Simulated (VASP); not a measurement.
# SrSn3Pd: Sr into a neighbouring Sr vacancy, part 4 of 4

Wanted: the minimum-energy path in SrSn3Pd for this move: Sr into a neighbouring Sr vacancy. The start is a cell from a database of measured crystal structures.

VASP 6.6.1; PBEsol; plane waves and PAW (Sn, Pd, Sr_sv).

So far. Step 3 (Relax the start): The run ended after 7 ionic steps, 0.118 eV below its first step, once the forces on the free atoms met EDIFFG = -0.05. Step 4 (Relax the end): The run ended after 7 ionic steps, 0.083 eV below its first step, once the forces on the free atoms met EDIFFG = -0.05.

### 5. Nudged elastic band

Images on a straight line between the ends relax across the path, while springs keep them spaced along it.

Contents of INCAR:

```
SYSTEM = Sr3Sn12Pd4
PREC = Normal
ENCUT = 280
EDIFF = 1E-05
NELM = 120
ISMEAR = 1
SIGMA = 0.15
LREAL = Auto
ALGO = Fast
GGA = PS
NBANDS = 78
LWAVE = .FALSE.
LCHARG = .FALSE.
IMAGES = 3
SPRING = -5
IBRION = 1
POTIM = 0.3
NSW = 60
EDIFFG = -0.05
ISYM = 0
ISIF = 0
```

Contents of POSCAR:

```
Sr3Sn12Pd4
1.0
    0.0000000000      0.0000000000     11.2502001896
    4.7756127400     -4.7756127400      0.0000000000
    4.7756127400      4.7756127400    -11.2502001896
Sn Pd Sr
12 4 3
Direct
    0.4118636874      0.9992556550      0.0015716741
    0.4139105824      0.9999538701      0.4987195756
    0.9153441785      0.4985110084      0.9998628111
    0.9084367064      0.4997489348      0.4989253061
    0.4889609634      0.2481822208      0.2471151271
    0.4982588814      0.2489756191      0.7497771446
    0.9958711673      0.7517011857      0.2479876895
    0.9943407029      0.7523689010      0.7514923111
    0.4885532905      0.7528938662      0.2469107749
    0.5003438357      0.7519511415      0.7519279345
    0.9973395891      0.2488042274      0.2494404489
    0.9941685644      0.2469499012      0.7515725020
    0.6372567971      0.0015437657      0.9992361687
    0.6427382754      0.0002853666      0.4994199703
    0.1416788852      0.5005436987      0.9981607593
    0.1400300226      0.5014479927      0.4996482319
    0.9995407572      0.9998257934      0.5018139245
    0.4969429822      0.4986353322      0.9997532722
    0.4971364441      0.5005760509      0.4999234987
```

Contents of KPOINTS:

```
Automatic mesh
0
Gamma
3 3 3
0 0 0
```

Contents of 00/POSCAR:

```
Sr3Sn12Pd4
1.0
    0.0000000000      0.0000000000     11.2502001896
    4.7756127400     -4.7756127400      0.0000000000
    4.7756127400      4.7756127400    -11.2502001896
Sn Pd Sr
12 4 3
Direct
    0.4118636874      0.9992556550      0.0015716741
    0.4139105824      0.9999538701      0.4987195756
    0.9153441785      0.4985110084      0.9998628111
    0.9084367064      0.4997489348      0.4989253061
    0.4889609634      0.2481822208      0.2471151271
    0.4982588814      0.2489756191      0.7497771446
    0.9958711673      0.7517011857      0.2479876895
    0.9943407029      0.7523689010      0.7514923111
    0.4885532905      0.7528938662      0.2469107749
    0.5003438357      0.7519511415      0.7519279345
    0.9973395891      0.2488042274      0.2494404489
    0.9941685644      0.2469499012      0.7515725020
    0.6372567971      0.0015437657      0.9992361687
    0.6427382754      0.0002853666      0.4994199703
    0.1416788852      0.5005436987      0.9981607593
    0.1400300226      0.5014479927      0.4996482319
    0.9995407572      0.9998257934      0.5018139245
    0.4969429822      0.4986353322      0.9997532722
    0.4971364441      0.5005760509      0.4999234987
```

Contents of 01/POSCAR:

```
Sr3Sn12Pd4
1.0
    0.0000000000      0.0000000000     11.2502001896
    4.7756127400     -4.7756127400      0.0000000000
    4.7756127400      4.7756127400    -11.2502001896
Sn Pd Sr
12 4 3
Direct
    0.4122537106      0.9999500265      0.0009999856
    0.4126339343      0.9997637363      0.4990853871
    0.9138736604      0.4990218563      0.9999516351
    0.9100297115      0.4998362673      0.4992999718
    0.4915531050      0.2485240938      0.2483948400
    0.4960269036      0.2484772756      0.7494776277
    0.9954881006      0.7516059783      0.2493162413
    0.9947024904      0.7521628813      0.7506714150
    0.4911955158      0.7529011190      0.2480964000
    0.4979413450      0.7517005559      0.7512921118
    0.9965338232      0.2486480149      0.2501875829
    0.9943879012      0.2475615774      0.7507862868
    0.6389175844      0.0010773545      0.9997392923
    0.6413094104      0.0003316240      0.4997070235
    0.1413676820      0.5005976371      0.9986861136
    0.1409622458      0.5008311164      0.5000248457
    0.9985989991      0.9999502344      0.6262705011
    0.4970517158      0.4994959485      1.0003607020
    0.4971758915      0.5005325437      0.4998383337
```

Contents of 02/POSCAR:

```
Sr3Sn12Pd4
1.0
    0.0000000000      0.0000000000     11.2502001896
    4.7756127400     -4.7756127400      0.0000000000
    4.7756127400      4.7756127400    -11.2502001896
Sn Pd Sr
12 4 3
Direct
    0.4126437338      1.0006443980      0.0004282972
    0.4113572862      0.9995736024      0.4994511986
    0.9124031422      0.4995327041      1.0000404592
    0.9116227166      0.4999235998      0.4996746376
    0.4941452466      0.2488659668      0.2496745528
    0.4937949258      0.2479789322      0.7491781108
    0.9951050340      0.7515107709      0.2506447930
    0.9950642780      0.7519568616      0.7498505190
    0.4938377412      0.7529083717      0.2492820251
    0.4955388544      0.7514499703      0.7506562891
    0.9957280574      0.2484918024      0.2509347169
    0.9946072380      0.2481732536      0.7500000716
    0.6405783718      0.0006109433      1.0002424160
    0.6398805454      0.0003778814      0.4999940767
    0.1410564788      0.5006515755      0.9992114680
    0.1418944691      0.5002142402      0.5004014594
    0.9976572410      1.0000746754      0.7507270778
    0.4971604493      0.5003565648      1.0009681317
    0.4972153390      0.5004890366      0.4997531686
```

Contents of 03/POSCAR:

```
Sr3Sn12Pd4
1.0
    0.0000000000      0.0000000000     11.2502001896
    4.7756127400     -4.7756127400      0.0000000000
    4.7756127400      4.7756127400    -11.2502001896
Sn Pd Sr
12 4 3
Direct
    0.4130337569      1.0013387694     -0.0001433913
    0.4100806380      0.9993834686      0.4998170100
    0.9109326240      0.5000435520      1.0001292832
    0.9132157217      0.5000109324      0.5000493034
    0.4967373881      0.2492078398      0.2509542657
    0.4915629479      0.2474805887      0.7488785939
    0.9947219674      0.7514155635      0.2519733448
    0.9954260655      0.7517508420      0.7490296229
    0.4964799666      0.7529156244      0.2504676502
    0.4931363638      0.7511993847      0.7500204665
    0.9949222915      0.2483355900      0.2516818509
    0.9948265749      0.2487849299      0.7492138564
    0.6422391592      0.0001445322      1.0007455396
    0.6384516805      0.0004241389      0.5002811299
    0.1407452755      0.5007055138      0.9997368224
    0.1428266924      0.4995973640      0.5007780732
    0.9967154828      1.0001991165      0.8751836544
    0.4972691828      0.5012171810      1.0015755614
    0.4972547864      0.5004455294      0.4996680036
```

Contents of 04/POSCAR:

```
Sr3Sn12Pd4
1.0
    0.0000000000      0.0000000000     11.2502001896
    4.7756127400     -4.7756127400      0.0000000000
    4.7756127400      4.7756127400    -11.2502001896
Sn Pd Sr
12 4 3
Direct
    0.4134237801      1.0020331409     -0.0007150798
    0.4088039899      0.9991933348      0.5001828215
    0.9094621059      0.5005543999      1.0002181072
    0.9148087268      0.5000982649      0.5004239691
    0.4993295297      0.2495497128      0.2522339786
    0.4893309701      0.2469822452      0.7485790770
    0.9943389007      0.7513203561      0.2533018966
    0.9957878530      0.7515448223      0.7482087268
    0.4991221919      0.7529228772      0.2516532753
    0.4907338731      0.7509487991      0.7493846438
    0.9941165256      0.2481793775      0.2524289849
    0.9950459117      0.2493966061      0.7484276412
    0.6438999465     -0.0003218790      1.0012486632
    0.6370228155      0.0004703963      0.5005681831
    0.1404340723      0.5007594522      1.0002621767
    0.1437589156      0.4989804877      0.5011546870
    0.9957737247      1.0003235575      0.9996402311
    0.4973779164      0.5020777973      1.0021829912
    0.4972942338      0.5004020222      0.4995828386
```

PAW data sets: Sn, Pd and Sr_sv (PBE family, release 64).

Launch:

```
$ mpirun -np 3 vasp_std
```

The program printed:

```text
[banner, memory and clock lines left out]
running    3 mpi-ranks, on    1 nodes
 each image running on    1 cores
[...]
01/POSCAR found :  3 types and      19 ions
 [... a notice as in an earlier step ...]

 LDA part: xc-table for (Slater+PW92), standard interpolation
[...]
00/POSCAR found :  3 types and      19 ions
[...]
04/POSCAR found :  3 types and      19 ions
 POSCAR, INCAR and KPOINTS ok, starting setup
[...]
entering main loop
       N       E                     dE             d eps       ncg     rms          rms(c)
DAV:   1     0.465691895473E+03    0.46569E+03   -0.34939E+04  2296   0.791E+02
DAV:   2    -0.426823994017E+02   -0.50837E+03   -0.48491E+03  2518   0.203E+02
DAV:   3    -0.831183585517E+02   -0.40436E+02   -0.39526E+02  2944   0.486E+01
DAV:   4    -0.854431331247E+02   -0.23248E+01   -0.23136E+01  3696   0.106E+01
[...]
RMM:  13    -0.819332845001E+02   -0.40231E-03   -0.38241E-03  3548   0.138E-01    0.825E-02
RMM:  14    -0.819335928785E+02   -0.30838E-03   -0.18731E-03  3546   0.946E-02    0.857E-02
RMM:  15    -0.819336940779E+02   -0.10120E-03   -0.10166E-03  3424   0.714E-02    0.228E-02
WARNING in EDDRMM: call to ZHEGV failed, returncode =   8  4     54
WARNING in EDDRMM: call to ZHEGV failed, returncode =   6  3     26
WARNING in EDDRMM: call to ZHEGV failed, returncode =   6  3     23
RMM:  16    -0.819337523768E+02   -0.58299E-04   -0.50045E-04  3307   0.474E-02    0.131E-02
WARNING in EDDRMM: call to ZHEGV failed, returncode =   6  3     48
RMM:  17    -0.819337841573E+02   -0.31780E-04   -0.26132E-04  2903   0.338E-02    0.101E-02
RMM:  18    -0.819337982662E+02   -0.14109E-04   -0.12440E-04  2638   0.246E-02    0.474E-03
WARNING in EDDRMM: call to ZHEGV failed, returncode =   6  3     37
WARNING in EDDRMM: call to ZHEGV failed, returncode =   6  3     19
RMM:  19    -0.819338052933E+02   -0.70270E-05   -0.73639E-05  2436   0.181E-02
   1 F= -.81933805E+02 E0= -.81932718E+02  d E =-.819338E+02
[...]
WARNING in EDDRMM: call to ZHEGV failed, returncode =   8  4     14
[...]
WARNING in EDDRMM: call to ZHEGV failed, returncode =   6  3     18
[...]
WARNING in EDDRMM: call to ZHEGV failed, returncode =   6  3     21
[... from here on, the cycles between the ionic steps are left out ...]
   2 F= -.85227040E+02 E0= -.85228120E+02  d E =-.329323E+01
[...]
WARNING in EDDRMM: call to ZHEGV failed, returncode =   6  3     38
[...]
WARNING in EDDRMM: call to ZHEGV failed, returncode =   6  3     30
[...]
WARNING in EDDRMM: call to ZHEGV failed, returncode =   6  3     29
WARNING in EDDRMM: call to ZHEGV failed, returncode =   6  3     32
[...]
WARNING in EDDRMM: call to ZHEGV failed, returncode =   6  3     25
  29 F= -.87724064E+02 E0= -.87722855E+02  d E =-.285924E-03
[...]
WARNING in EDDRMM: call to ZHEGV failed, returncode =   6  3     50
[...]
WARNING in EDDRMM: call to ZHEGV failed, returncode =   6  3     24
[...]
WARNING in EDDRMM: call to ZHEGV failed, returncode =   8  4     50
[...]
WARNING in EDDRMM: call to ZHEGV failed, returncode =   6  3     52
[...]
WARNING in EDDRMM: call to ZHEGV failed, returncode =   6  3     14
  33 F= -.87723591E+02 E0= -.87722402E+02  d E =-.435792E-02
[...]
WARNING in EDDRMM: call to ZHEGV failed, returncode =   8  4     17
[...]
WARNING in EDDRMM: call to ZHEGV failed, returncode =   6  3     59
  37 F= -.87720699E+02 E0= -.87719467E+02  d E =0.519760E-03
[...]
WARNING in EDDRMM: call to ZHEGV failed, returncode =   6  3     45
  41 F= -.87720981E+02 E0= -.87719731E+02  d E =0.446020E-03
[...]
WARNING in EDDRMM: call to ZHEGV failed, returncode =   6  3     13
[...]
WARNING in EDDRMM: call to ZHEGV failed, returncode =   6  3     53
[...]
WARNING in EDDRMM: call to ZHEGV failed, returncode =   6  3     13
[...]
WARNING in EDDRMM: call to ZHEGV failed, returncode =   6  3     14
[...]
WARNING in EDDRMM: call to ZHEGV failed, returncode =   6  3     45
[...]
WARNING in EDDRMM: call to ZHEGV failed, returncode =   6  3     51
[...]
WARNING in EDDRMM: call to ZHEGV failed, returncode =   6  3     59
  45 F= -.87722444E+02 E0= -.87721239E+02  d E =0.509205E-03
[...]
WARNING in EDDRMM: call to ZHEGV failed, returncode =   6  3     61
[...]
WARNING in EDDRMM: call to ZHEGV failed, returncode =   8  4     14
[...]
WARNING in EDDRMM: call to ZHEGV failed, returncode =   6  3     24
[...]
WARNING in EDDRMM: call to ZHEGV failed, returncode =   6  3     46
WARNING in EDDRMM: call to ZHEGV failed, returncode =   6  3     28
WARNING in EDDRMM: call to ZHEGV failed, returncode =   6  3     50
[...]
WARNING in EDDRMM: call to ZHEGV failed, returncode =   6  3     23
[...]
WARNING in EDDRMM: call to ZHEGV failed, returncode =   6  3     55
WARNING in EDDRMM: call to ZHEGV failed, returncode =   6  3     51
[...]
WARNING in EDDRMM: call to ZHEGV failed, returncode =   6  3     20
[...]
WARNING in EDDRMM: call to ZHEGV failed, returncode =   8  4     36
[...]
WARNING in EDDRMM: call to ZHEGV failed, returncode =   6  3     49
[...]
WARNING in EDDRMM: call to ZHEGV failed, returncode =   6  3     61
  49 F= -.87725687E+02 E0= -.87724538E+02  d E =-.167807E-02
  53 F= -.87729957E+02 E0= -.87728910E+02  d E =0.353893E-04
[...]
WARNING in EDDRMM: call to ZHEGV failed, returncode =   6  3     57
  54 F= -.87729963E+02 E0= -.87728907E+02  d E =-.538423E-05
[...]
hard stop encountered!  aborting job ...
[...]
|     The electronic self-consistency was not achieved in the given           |
[...]
soft stop encountered!  aborting job ...
  55 F= -.87724657E+02 E0= -.87723495E+02  d E =-.348525E-02
```

The job ended after 3.3 h (3 MPI ranks of AMD EPYC 7R43, shared host; peak memory 1.2 GiB).

The run was stopped at its time limit, so it gives no result of its own.

### 6. Outcome

| Property | Result |
| --- | --- |
| result | none |

In words: The session ends without its result: «nudged elastic band» met its time limit.

[Lines on the potential files, build, host, timing and source positions are cut from VASP's logs without a mark.]

[Logs are printed without paths, hosts, clocks, repeated set-up lines and the standing remarks that a program may print on its own settings, such as how far it seeks lower states.]

[Hosts, paths, dates, database ids (printed as entryN), source tags and the programs' standing remarks are cut or masked in the printed files.]

[Runs that stopped without an error message from VASP are left out.]
